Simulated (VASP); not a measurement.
A convergence study with VASP on TaC (rock salt): one setting is varied, all else stays as given below, so the limit is that of these other settings. Each run relaxes cell and ions from the cell shown.

```
TaC
1.0
    0.00000     2.23000     2.23000
    2.23000     0.00000     2.23000
    2.23000     2.23000     0.00000
Ta C
1 1
Direct
  0.00000   0.00000   0.00000
  0.50000   0.50000   0.50000
```

Calculation: PBE GGA, VASP's PBE PAW potentials (set 64) (plane waves; VASP). The tightest run used: 700 eV cut-off, 19×19×19 Γ-centred mesh, first-order Methfessel-Paxton smearing of 0.10 eV, potentials Ta_pv C.

The settings run are 2×2×2 mesh; 3×3×3 mesh; 4×4×4 mesh; 5×5×5 mesh; 6×6×6 mesh; 7×7×7 mesh; 8×8×8 mesh; 9×9×9 mesh; 10×10×10 mesh; 11×11×11 mesh; 13×13×13 mesh; 14×14×14 mesh; 15×15×15 mesh; 16×16×16 mesh; 17×17×17 mesh; 18×18×18 mesh; 19×19×19 mesh. From which on does the relaxed volume stay within 0.1 Å³/atom of the tightest run?

From 4×4×4 mesh on: it is off by 0.044 there and by no more than 0.1 in any finer run, while 3×3×3 mesh is off by 0.142.
| setting | relaxed volume (Å³/atom) | E (eV/atom) | irreducible k-points | difference judged (Å³/atom) |
|---|---|---|---|---|
| 2×2×2 mesh | 11.566 | -10.3905 | 3 | 0.340 |
| 3×3×3 mesh | 11.367 | -10.8746 | 4 | 0.142 |
| 4×4×4 mesh | 11.269 | -11.0395 | 8 | 0.044 |
| 5×5×5 mesh | 11.222 | -11.1155 | 10 | 0.003 |
| 6×6×6 mesh | 11.219 | -11.0985 | 16 | 0.006 |
| 7×7×7 mesh | 11.223 | -11.1044 | 20 | 0.002 |
| 8×8×8 mesh | 11.227 | -11.1001 | 29 | 0.002 |
| 9×9×9 mesh | 11.233 | -11.0967 | 35 | 0.008 |
| 10×10×10 mesh | 11.221 | -11.1081 | 47 | 0.004 |
| 11×11×11 mesh | 11.226 | -11.1020 | 56 | 0.001 |
| 13×13×13 mesh | 11.224 | -11.1054 | 84 | 0.001 |
| 14×14×14 mesh | 11.226 | -11.1003 | 104 | 0.001 |
| 15×15×15 mesh | 11.228 | -11.1001 | 120 | 0.003 |
| 16×16×16 mesh | 11.224 | -11.1051 | 145 | 0.001 |
| 17×17×17 mesh | 11.227 | -11.1011 | 165 | 0.001 |
| 18×18×18 mesh | 11.227 | -11.1007 | 195 | 0.002 |
| 19×19×19 mesh | 11.225 | -11.1037 | 220 | 0.000 |

VASP warned of too few bands at 3×3×3 mesh.

Left out are rungs that failed or repeat a setting and relaxations that didn't move; long series are thinned to 24 rows.

The compound is TaC in the rock salt structure. The electron count is odd and the run is not spin-polarised, which forces a metal.
